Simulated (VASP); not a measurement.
Here is a VASP 6.6.1 calculation.

File INCAR:

```
SYSTEM = Li2Pt
  PREC = Accurate
  ENCUT = 520
  EDIFF = 1E-6
  ISMEAR = -1
  SIGMA = 0.05
  LREAL = .FALSE.
  LASPH = .TRUE.
  NELM = 100
  ALGO = Normal
  ISIF = 2
  LWAVE = .FALSE.
  LCHARG = .TRUE.
  GGA = CA
  LELF = .TRUE.
  LVHAR = .TRUE.
  NBANDS = 15
```

Contents of KPOINTS:

```
Automatic mesh
0
G
  5 5 6
  0 0 0
```

Contents of POSCAR:

```
Li2Pt
1.0
    4.1860000000      0.0000000000      0.0000000000
   -2.0930000000      3.6251800000      0.0000000000
    0.0000000000      0.0000000000      2.6610000000
Li Pt
2 1
Direct
    0.3383804441      0.6528789087      0.5843493517
    0.6717282424      0.3194862286      0.4533178432
    0.0050379801     -0.0137418040      0.0187028050
```

Potentials or basis: VASP PAW LDA potentials, release 64 (Li_sv, Pt).

Command:

```bash
$ cat potpaw_LDA.64/Li_sv/POTCAR potpaw_LDA.64/Pt/POTCAR > POTCAR
$ mpirun -np 1 vasp_std > vasp.out
```

Q: What does it give for the band gap on the k mesh?

A: None (metal or under the smearing width).

Caveat: the k mesh is coarse (spacing up to 0.39 Å⁻¹), so the values aren't converged. Spin-orbit coupling is left out, which matters for the levels of Pt.
